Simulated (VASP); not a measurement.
Here is the system:

```
Co
1.0
    1.25500    -2.17372     0.00000
    1.25500     2.17372     0.00000
    0.00000     0.00000     4.07000
Co
2
Direct
  0.33333   0.66667   0.25000
  0.66667   0.33333   0.75000
```
Starting moments (μB, in the order of the record's atoms Co Co): 1.8 1.8.

Method: PBE GGA, VASP's PBE PAW potentials (set 64) (plane waves; VASP 6.6.1). Run with 400 eV cut-off, KSPACING 0.4 per Å, first-order Methfessel-Paxton smearing of 0.10 eV, potentials Co.

Gaps are read on the run's mesh, which can miss a band edge.

Question: What does the run give for the cell moment, energy per atom (σ→0), pressure, band gap (on the k-mesh) with the smallest direct gap where there is one?

Answer: 
* **band gap (on the k-mesh)**: none (metal, semimetal or under 0.01 eV)
* **cell moment**: 3.19 μB
* **energy per atom (σ→0)**: -7.036 eV/atom
* **pressure**: -6.20 GPa

Question: Give the moment on each site (PAW-sphere projection).

Answer: 
```json
[
 {"site": "Co1", "moment (μB)": "1.62"},
 {"site": "Co2", "moment (μB)": "1.62"}
]
```

Only differences to runs with the same potentials and settings are physical.

The compound is Co in the hcp structure. The cell was not relaxed at this level. The run is one of a series of settings (KGAMMA = .TRUE., KSPACING = 0.4, KPOINTS file removed against the base run), some of them coarse on purpose.
